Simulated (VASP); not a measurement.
All values below come from r2SCAN meta-GGA, VASP's PBE PAW potentials (set 64) (plane waves; VASP).

Input for VASP

File POSCAR:
```
SiO2
1.0
  4.1410648969   0.0000000000   0.0000000000
  0.0000000000   4.1410648969   0.0000000000
  0.0000000000   0.0000000000   2.6464340205
Si O
2 4
direct
  0.0000000000   0.0000000000   0.0000000000
  0.5000000000   0.5000000000   0.5000000000
  0.3060169500   0.3060169500   0.0000000000
  0.8060169500   0.1939830500   0.5000000000
  0.1939830500   0.8060169500   0.5000000000
  0.6939830500   0.6939830500   0.0000000000
```

**KPOINTS**
```
Automatic mesh
0
Gamma
5 5 8
0 0 0
```

INCAR:
```
SYSTEM = SiO2
PREC = Accurate; ENCUT = 520; LREAL = F
LASPH = T
EDIFF = 1E-7; NELM = 100; ALGO = Normal
LMIXTAU = T
ISMEAR = 0; SIGMA = 0.05
METAGGA = R2SCAN
IBRION = 2; NSW = 30; ISIF = 4
EDIFFG = -0.01
LWAVE = F; LCHARG = F
```

POTCAR, in this order: Si O (PBE.64 set). Program: vasp_std.

Output of the run:

File OUTCAR:
```
 ion  position               nearest neighbor table
   1  0.000  0.000  0.000-   4 1.74   5 1.74   4 1.74   5 1.74   3 1.79   6 1.79
   2  0.500  0.500  0.500-   3 1.74   6 1.74   3 1.74   6 1.74   5 1.79   4 1.79
   3  0.306  0.306  0.000-   2 1.74   2 1.74   1 1.79
   4  0.806  0.194  0.500-   1 1.74   1 1.74   2 1.79
   5  0.194  0.806  0.500-   1 1.74   1 1.74   2 1.79
   6  0.694  0.694  0.000-   2 1.74   2 1.74   1 1.79
  LATTYP: Found a simple tetragonal cell.
 ALAT       =     4.1410648969
 C/A-ratio  =     0.6390708879
 Subroutine PRICEL returns:
 Original cell was already a primitive cell.
 Subroutine GETGRP returns: Found 16 space group operations
The static configuration has the point symmetry D_2h.
 The point group associated with its full space group is D_4h.
The dynamic configuration has the point symmetry D_2h.
 Subroutine INISYM returns: Found 16 space group operations
 Subroutine IBZKPT returns following result:
 Found     30 irreducible k-points:

 Following reciprocal coordinates:
            Coordinates               Weight
  0.000000  0.000000  0.000000      1.000000
  0.200000  0.000000  0.000000      4.000000
  0.400000  0.000000  0.000000      4.000000
  0.200000  0.200000  0.000000      4.000000
  0.400000  0.200000  0.000000      8.000000
  0.400000  0.400000  0.000000      4.000000
  0.000000  0.000000  0.125000      2.000000
  0.200000  0.000000  0.125000      8.000000
  0.400000  0.000000  0.125000      8.000000
  0.200000  0.200000  0.125000      8.000000
  0.400000  0.200000  0.125000     16.000000
  0.400000  0.400000  0.125000      8.000000
  0.000000  0.000000  0.250000      2.000000
  0.200000  0.000000  0.250000      8.000000
  0.400000  0.000000  0.250000      8.000000
  0.200000  0.200000  0.250000      8.000000
  0.400000  0.200000  0.250000     16.000000
  0.400000  0.400000  0.250000      8.000000
...
```

File OSZICAR:
```
       N       E                     dE             d eps       ncg     rms          rms(c)
DAV:   1     0.153061631747E+03    0.15306E+03   -0.18970E+04  1208   0.159E+03
DAV:   2    -0.653833372668E+02   -0.21844E+03   -0.20741E+03  1632   0.335E+02
DAV:   3    -0.727360476865E+02   -0.73527E+01   -0.73303E+01  1440   0.653E+01
DAV:   4    -0.727903654396E+02   -0.54318E-01   -0.54238E-01  1420   0.640E+00
DAV:   5    -0.727909564044E+02   -0.59096E-03   -0.59089E-03  1404   0.646E-01    0.186E+01
DAV:   6    -0.597322763395E+02    0.13059E+02   -0.10392E+01  1356   0.217E+01    0.103E+01
DAV:   7    -0.584895021968E+02    0.12428E+01   -0.22005E+00  1308   0.146E+01    0.342E+00
DAV:   8    -0.614729758189E+02   -0.29835E+01   -0.12145E+00  1292   0.973E+00    0.197E+00
DAV:   9    -0.583790024540E+02    0.30940E+01   -0.95568E-01  1284   0.742E+00    0.690E-01
DAV:  10    -0.585826308462E+02   -0.20363E+00   -0.54358E-02  1380   0.250E+00    0.441E-01
DAV:  11    -0.586971510385E+02   -0.11452E+00   -0.29043E-02  1316   0.147E+00    0.158E-01
DAV:  12    -0.587352615877E+02   -0.38111E-01   -0.17817E-02  1268   0.169E+00    0.126E-01
DAV:  13    -0.587350065107E+02    0.25508E-03   -0.10187E-03  1340   0.368E-01    0.624E-02
DAV:  14    -0.587356566150E+02   -0.65010E-03   -0.88434E-04  1368   0.233E-01    0.301E-02
DAV:  15    -0.587357075408E+02   -0.50926E-04   -0.85475E-05  1364   0.939E-02    0.126E-02
DAV:  16    -0.587357213335E+02   -0.13793E-04   -0.96876E-06  1308   0.397E-02    0.870E-03
DAV:  17    -0.587357215098E+02   -0.17623E-06   -0.33738E-06  1388   0.138E-02    0.456E-03
DAV:  18    -0.587357222215E+02   -0.71171E-06   -0.18958E-07   840   0.527E-03    0.137E-03
DAV:  19    -0.587357223099E+02   -0.88385E-07   -0.15311E-07   748   0.362E-03
   1 F= -.58735722E+02 E0= -.58735722E+02  d E =-.587357E+02
       N       E                     dE             d eps       ncg     rms          rms(c)
DAV:   1    -0.587372943850E+02   -0.15722E-02   -0.32001E+00  1228   0.154E+01    0.531E-01
DAV:   2    -0.587408013873E+02   -0.35070E-02   -0.92156E-02  1412   0.245E+00    0.258E-01
DAV:   3    -0.587386912110E+02    0.21102E-02   -0.21233E-03  1380   0.633E-01    0.117E-01
DAV:   4    -0.587383288132E+02    0.36240E-03   -0.26172E-03  1256   0.533E-01    0.326E-02
DAV:   5    -0.587385350666E+02   -0.20625E-03   -0.13088E-03  1236   0.503E-01    0.194E-02
DAV:   6    -0.587388312239E+02   -0.29616E-03   -0.33970E-04  1228   0.232E-01    0.107E-02
DAV:   7    -0.587388285165E+02    0.27073E-05   -0.26453E-05  1412   0.506E-02    0.353E-03
DAV:   8    -0.587388339382E+02   -0.54217E-05   -0.91801E-06  1252   0.378E-02    0.276E-03
DAV:   9    -0.587388346849E+02   -0.74670E-06   -0.63359E-07  1316   0.895E-03    0.137E-03
DAV:  10    -0.587388347899E+02   -0.10496E-06   -0.23408E-07  1016   0.460E-03    0.278E-04
DAV:  11    -0.587388349686E+02   -0.17867E-06   -0.67920E-08   732   0.358E-03    0.231E-04
DAV:  12    -0.587388349448E+02    0.23811E-07   -0.12729E-08   652   0.145E-03
   2 F= -.58738835E+02 E0= -.58738835E+02  d E =-.311263E-02
       N       E                     dE             d eps       ncg     rms          rms(c)
DAV:   1    -0.587396573289E+02   -0.82236E-03   -0.34748E-01  1228   0.509E+00    0.178E-01
DAV:   2    -0.587400454097E+02   -0.38808E-03   -0.10009E-02  1412   0.807E-01    0.841E-02
DAV:   3    -0.587398070398E+02    0.23837E-03   -0.22556E-04  1380   0.207E-01    0.385E-02
DAV:   4    -0.587397658467E+02    0.41193E-04   -0.28706E-04  1260   0.177E-01    0.103E-02
DAV:   5    -0.587397867103E+02   -0.20864E-04   -0.14376E-04  1232   0.166E-01    0.632E-03
DAV:   6    -0.587398177890E+02   -0.31079E-04   -0.38560E-05  1236   0.788E-02    0.358E-03
DAV:   7    -0.587398184193E+02   -0.63031E-06   -0.30935E-06  1392   0.173E-02    0.100E-03
DAV:   8    -0.587398189632E+02   -0.54395E-06   -0.57988E-07  1272   0.921E-03    0.843E-04
DAV:   9    -0.587398189033E+02    0.59985E-07   -0.52435E-08   736   0.291E-03
   3 F= -.58739819E+02 E0= -.58739819E+02  d E =-.409659E-02
       N       E                     dE             d eps       ncg     rms          rms(c)
DAV:   1    -0.587404548073E+02   -0.63584E-03   -0.50831E-02  1340   0.201E+00    0.163E-01
DAV:   2    -0.587401893018E+02    0.26551E-03   -0.57751E-04  1368   0.219E-01    0.956E-02
DAV:   3    -0.587400551121E+02    0.13419E-03   -0.37894E-04  1316   0.188E-01    0.810E-03
DAV:   4    -0.587400703100E+02   -0.15198E-04   -0.62080E-05  1252   0.934E-02    0.595E-03
DAV:   5    -0.587400752000E+02   -0.48900E-05   -0.18742E-05  1264   0.524E-02    0.443E-03
DAV:   6    -0.587400651284E+02    0.10072E-04   -0.44696E-06  1284   0.251E-02    0.152E-03
DAV:   7    -0.587400680505E+02   -0.29221E-05   -0.10827E-06  1312   0.109E-02    0.799E-04
DAV:   8    -0.587400675519E+02    0.49860E-06   -0.19797E-07   816   0.549E-03    0.307E-04
DAV:   9    -0.587400676617E+02   -0.10986E-06   -0.75023E-08   672   0.274E-03    0.950E-05
DAV:  10    -0.587400676502E+02    0.11564E-07   -0.15538E-08   632   0.121E-03
   4 F= -.58740068E+02 E0= -.58740068E+02  d E =-.248747E-03
       N       E                     dE             d eps       ncg     rms          rms(c)
DAV:   1    -0.587401140460E+02   -0.46384E-04   -0.27219E-03  1336   0.466E-01    0.377E-02
DAV:   2    -0.587400993386E+02    0.14707E-04   -0.30932E-05  1376   0.507E-02    0.221E-02
DAV:   3    -0.587400916840E+02    0.76546E-05   -0.20333E-05  1304   0.436E-02    0.187E-03
DAV:   4    -0.587400925388E+02   -0.85483E-06   -0.33510E-06  1252   0.217E-02    0.137E-03
DAV:   5    -0.587400927694E+02   -0.23053E-06   -0.10029E-06  1264   0.121E-02    0.102E-03
DAV:   6    -0.587400922176E+02    0.55180E-06   -0.23420E-07   796   0.587E-03    0.353E-04
DAV:   7    -0.587400923756E+02   -0.15799E-06   -0.71301E-08   700   0.275E-03    0.195E-04
DAV:   8    -0.587400923453E+02    0.30249E-07   -0.19461E-08   636   0.160E-03
   5 F= -.58740092E+02 E0= -.58740092E+02  d E =-.273442E-03
```

OUTCAR:
```
------------------------ aborting loop because EDIFF is reached ----------------------------------------
  FORCE on cell =-STRESS in cart. coord.  units (eV):
  Direction    XX          YY          ZZ          XY          YZ          ZX
  --------------------------------------------------------------------------------------
  Total        2.8288534      2.8288534      2.8260852     -0.0000000      0.0000000      0.0000000
  in kB       99.8701909     99.8701909     99.7724635     -0.0000000      0.0000000      0.0000000
  external PRESSURE =      99.8376151 kB  Pullay stress =       0.0000000 kB
  volume of cell :       45.38
      direct lattice vectors                 reciprocal lattice vectors
     4.133593335  0.000000000  0.000000000     0.241920266 -0.000000000  0.000000000
     0.000000000  4.133593335  0.000000000     0.000000000  0.241920266  0.000000000
     0.000000000  0.000000000  2.656009644     0.000000000  0.000000000  0.376504657
 POSITION                                       TOTAL-FORCE (eV/Angst)
 -----------------------------------------------------------------------------------
      0.00000      0.00000      0.00000        -0.000000      0.000000      0.000000
      2.06680      2.06680      1.32800         0.000000      0.000000      0.000000
      1.25992      1.25992      0.00000         0.000603      0.000603     -0.000000
      3.32672      0.80687      1.32800         0.000603     -0.000603      0.000000
      0.80687      3.32672      1.32800        -0.000603      0.000603     -0.000000
      2.87367      2.87367      0.00000        -0.000603     -0.000603      0.000000
 -----------------------------------------------------------------------------------
    total drift:                                0.000000      0.000000      0.000000
  FREE ENERGIE OF THE ION-ELECTRON SYSTEM (eV)
  ---------------------------------------------------
  free  energy   TOTEN  =       -58.7400923453 eV

  energy  without entropy=      -58.7400923453  energy(sigma->0) =      -58.74009235

 reached required accuracy - stopping structural energy minimisation
```
(Selected blocks of OUTCAR.)

### CONTCAR
```
SiO2
   1.00000000000000
     4.1335933349428551    0.0000000000000000    0.0000000000000000
     0.0000000000000000    4.1335933349428551    0.0000000000000000
     0.0000000000000000    0.0000000000000000    2.6560096435528653
  Si              O
     2     4
Direct
     0.0000000000000000    0.0000000000000000    0.0000000000000000
     0.5000000000000000    0.5000000000000000    0.5000000000000000
     0.3048013294745065    0.3048013294745065    0.0000000000000000
     0.8048013294745064    0.1951986705254935    0.5000000000000000
     0.1951986705254935    0.8048013294745064    0.5000000000000000
     0.6951986705254936    0.6951986705254936    0.0000000000000000
```

The compound is SiO2 in the rutile structure, stishovite, a high-pressure form. This cell is one point of a volume scan, at 0.97 of the reference volume. Symmetry was kept, so distortions that lower it aren't found.
